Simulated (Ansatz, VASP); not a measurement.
**Two plane-wave programs on Be2ZnTe5**

```
Be Zn Te
1.0
     4.09148    0.00000    0.00000
     0.00000    4.09148    0.00000
     0.00000    0.00000   13.61925
Be Zn Te
2 1 5
Cartesian
  2.0457 2.0457 3.0248
  2.0457 2.0457 10.5945
  0.0000 0.0000 0.0000
  2.0457 0.0000 4.3909
  0.0000 2.0457 1.6646
  0.0000 2.0457 9.2284
  2.0457 0.0000 11.9547
  0.0000 0.0000 6.8096
```

Alike in both runs: functional PBE; k mesh 4 × 4 × 2; occupations gaussian, width 0.2 eV; no spin polarisation.

Ansatz relaxed the structure, and its values are those at the end. VASP's run is a single point on that final structure, the one shown.

```csv
,VASP,Ansatz
version,VASP 6.6.1,Ansatz 0.2.0
potentials or method,"VASP PAW PBE potentials, release 64 (Be, Zn, Te)","scalar-relativistic, plane waves, PAW"
plane-wave cutoff (eV),520,420
valence electrons in the cell,46,96
```

|  | VASP | Ansatz | Ansatz less VASP |
| --- | --- | --- | --- |
| gap on the k mesh at the Fermi level (eV) | none | none | - |
| pressure (GPa) | 0.0 | 0.0 | -0.06 |
| rms of the force components (eV/Å) | 0.010 | 0.007 | -0.0031 |

A gap of «none» marks a metal or a gap that the smearing closes. The two sets of potentials don't hold the same shells in valence.

Caveats: the k mesh is coarse (spacing up to 0.38 Å⁻¹), so the values aren't converged. The runs have no spin-orbit coupling, so splittings on Te are missing.
